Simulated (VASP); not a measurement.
A VASP calculation is set up with these files.

### POSCAR
```
NaI
1
    0.0000000000     2.6987190904     2.6987190904
    2.6987190904     0.0000000000     2.6987190904
    2.6987190904     2.6987190904     0.0000000000
Na I
1 1
Direct
  0.0000000000   0.0000000000   0.0000000000
  0.5000000000   0.5000000000   0.5000000000
```

**INCAR**
```
SYSTEM = NaI
PREC = Accurate
ENCUT = 500
EDIFF = 1E-6
NELM = 100
ALGO = Normal
LREAL = .FALSE.
LASPH = .TRUE.
ISMEAR = 0
SIGMA = 0.05
GGA = PS
LMAXMIX = 4
LWAVE = .FALSE.
LCHARG = .FALSE.
IBRION = 2
ISIF = 3
NSW = 40
EDIFFG = -0.02
PSTRESS = 450
```

### KPOINTS
```
Automatic
0
G
 9 9 9
0 0 0
```

POTCAR, in this order: Na_pv I (PBE.64 set). Program: vasp_std.

### Question
Write an equivalent input for Ansatz.

### Answer
One equivalent input (not run):
Ansatz 0.2 input:
```yaml
crystal:
  lattice:
    - [0.0000000, 2.6987191, 2.6987191]
    - [2.6987191, 0.0000000, 2.6987191]
    - [2.6987191, 2.6987191, 0.0000000]
  atoms:
    - { symbol: Na, position: [0.0000000, 0.0000000, 0.0000000] }
    - { symbol: I, position: [0.5000000, 0.5000000, 0.5000000] }
kpoints:
  mp_grid: { grid: [9, 9, 9] }
hamiltonian:
  xc: pbesol
  pseudopotentials: { kind: paw }
scf:
  occupations: { method: gaussian, width: 0.05 }
  max_iter: 100
relax:
  max_steps: 40
  f_tol: 0.02
  cell: { p_target: 45 }
output: { forces: true, stress: true, eigenvalues: true }
```
Limits of the translation: each code has its own PAW files, so the cut-off isn't converted (ENCUT is set for VASP's; basis.ecutwfc is left out, and Ansatz then takes the one that its files recommend); Ansatz stops its SCF on the density residual and VASP on the energy change (EDIFF).

The compound is NaI in the rock salt structure. This run relaxes it under an external pressure of 45 GPa. Symmetry was kept, so distortions that lower it aren't found.
